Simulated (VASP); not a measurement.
Here is the system:

```
O2Te
1.0
    2.76062     0.00000     0.00000
   -1.38031     2.39076     0.00000
    0.00000     0.00000    16.63073
Te O
1 2
Cartesian
  1.38267   0.79260   8.30482
  0.00092   1.60839   7.01943
 -0.00328   1.58362   9.62184
```

Level of theory: PBE GGA, VASP's PBE PAW potentials (set 64) (plane waves; VASP). Run with 400 eV cut-off, 8×8×1 Γ-centred mesh, Gaussian smearing of 0.14 eV, potentials Te O.

At this cut-off the stress carries a Pulay error, which pulls relaxed volumes low. The cell holds a wide vacuum, so values per volume refer to the whole cell.

Q: Give the force on each atom (eV/Å).

A: 
| atom | Fx | Fy | Fz |
|---|---|---|---|
| Te1 | -0.028 | 0.065 | 0.798 |
| O2 | -0.002 | -0.134 | -3.908 |
| O3 | 0.030 | 0.069 | 3.110 |

Q: Give the stress tensor in GPa (positive for a compressed cell).

A: 
```
20.72   0.02   0.06
 0.02  20.83   0.39
 0.06   0.39  11.37
```
The pressure is its mean diagonal, 17.64 GPa.

The cell is a sheet with vacuum, built from a generated structure.
